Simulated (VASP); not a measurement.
Output of a VASP run:

File OSZICAR:
```
       N       E                     dE             d eps       ncg     rms          rms(c)
DAV:   1     0.715895804384E+02    0.71590E+02   -0.75154E+03  2288   0.136E+03
DAV:   2    -0.121141687731E+02   -0.83704E+02   -0.81025E+02  2453   0.317E+02
DAV:   3    -0.135774283621E+02   -0.14633E+01   -0.14478E+01  2670   0.420E+01
DAV:   4    -0.135857566932E+02   -0.83283E-02   -0.83272E-02  2456   0.337E+00
DAV:   5    -0.135858273938E+02   -0.70701E-04   -0.70701E-04  2576   0.317E-01    0.180E+01
DAV:   6    -0.130354237833E+02    0.55040E+00   -0.69923E-01  2435   0.108E+01    0.662E+00
DAV:   7    -0.128998887859E+02    0.13553E+00   -0.33903E-01  2510   0.704E+00    0.833E-01
DAV:   8    -0.128952370181E+02    0.46518E-02   -0.36433E-03  2396   0.861E-01    0.112E-01
DAV:   9    -0.128952367708E+02    0.24729E-06   -0.11872E-04  2565   0.137E-01    0.540E-02
DAV:  10    -0.128952358851E+02    0.88569E-06   -0.12262E-05  2468   0.501E-02    0.143E-02
DAV:  11    -0.128952365140E+02   -0.62891E-06   -0.34175E-07  2506   0.610E-03    0.646E-04
DAV:  12    -0.128952363694E+02    0.14463E-06   -0.13790E-08  1240   0.125E-03    0.131E-04
DAV:  13    -0.128952363766E+02   -0.72314E-08   -0.56685E-10  1195   0.378E-04
   1 F= -.12895236E+02 E0= -.12895278E+02  d E =0.126003E-03
```

File OUTCAR:
```
------------------------ aborting loop because EDIFF is reached ----------------------------------------
  FORCE on cell =-STRESS in cart. coord.  units (eV):
  Direction    XX          YY          ZZ          XY          YZ          ZX
  --------------------------------------------------------------------------------------
  Total       -1.7271067     -1.7271067     -1.7271067     -0.0000000      0.0000000     -0.0000000
  in kB     -161.0891647   -161.0891647   -161.0891647     -0.0000000      0.0000000     -0.0000000
  external PRESSURE =    -161.0891647 kB  Pullay stress =       0.0000000 kB
  volume of cell :       17.18
      direct lattice vectors                 reciprocal lattice vectors
    -1.625428276  1.625428276  1.625428276     0.000000000  0.307611235  0.307611235
     1.625428276 -1.625428276  1.625428276     0.307611235  0.000000000  0.307611235
     1.625428276  1.625428276 -1.625428276     0.307611235  0.307611235  0.000000000
 POSITION                                       TOTAL-FORCE (eV/Angst)
 -----------------------------------------------------------------------------------
      0.00000      0.00000      0.00000        -0.000000      0.000000     -0.000000
 -----------------------------------------------------------------------------------
    total drift:                                0.000000      0.000000      0.000000
  FREE ENERGIE OF THE ION-ELECTRON SYSTEM (eV)
  ---------------------------------------------------
  free  energy   TOTEN  =       -12.8952363766 eV

  energy  without entropy=      -12.8953623793  energy(sigma->0) =      -12.89527838
```
(Selected blocks of OUTCAR.)

POSCAR:
```
W
1
   -1.6254282762     1.6254282762     1.6254282762
    1.6254282762    -1.6254282762     1.6254282762
    1.6254282762     1.6254282762    -1.6254282762
W
1
Direct
  0.0000000000   0.0000000000   0.0000000000
```

Question: Write an INCAR and KPOINTS that could have produced this output.

Answer: Several could match; the one computed here: the input of the run itself, PBE GGA, plane waves, VASP's PBE PAW potentials (set 64).

File KPOINTS:
```
K-points
0
Gamma
 14 14 14
```

### INCAR
```
ALGO=Normal
EDIFF=1E-7
ENCUT=480
GGA=PE
ISIF=2
ISMEAR=1
LASPH=.True.
LCHARG=.False.
LMAXMIX=6
LREAL=.False.
LWAVE=.False.
NELM=100
PREC=Accurate
SIGMA=0.1
SYSTEM=W
```

POTCAR, in this order: W_sv (PBE.64 set). Program: vasp_std.

The compound is W in the bcc structure. This cell was strained or had an atom moved on purpose.
